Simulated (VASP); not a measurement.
Data:

```
PbS
1.0
    0.00000     2.97000     2.97000
    2.97000     0.00000     2.97000
    2.97000     2.97000     0.00000
Pb S
1 1
Direct
  0.00000   0.00000   0.00000
  0.50000   0.50000   0.50000
```

Computed with PBE GGA, VASP's PBE PAW potentials (set 64) (plane waves; VASP). Run with 520 eV cut-off, 7×7×7 Γ-centred mesh, Gaussian smearing of 0.050 eV, potentials Pb S.

Problem. Give the stress tensor in GPa (positive for a compressed cell).

Solution. 
```
1.53  0.00  0.00
0.00  1.53  0.00
0.00  0.00  1.53
```
The pressure is its mean diagonal, 1.53 GPa.

The compound is PbS in the rock salt structure. The cell was not relaxed at this level. The run is one of a series of settings (ENCUT = 520, POTCAR Pb S (PBE.64 set) against the base run), some of them coarse on purpose.
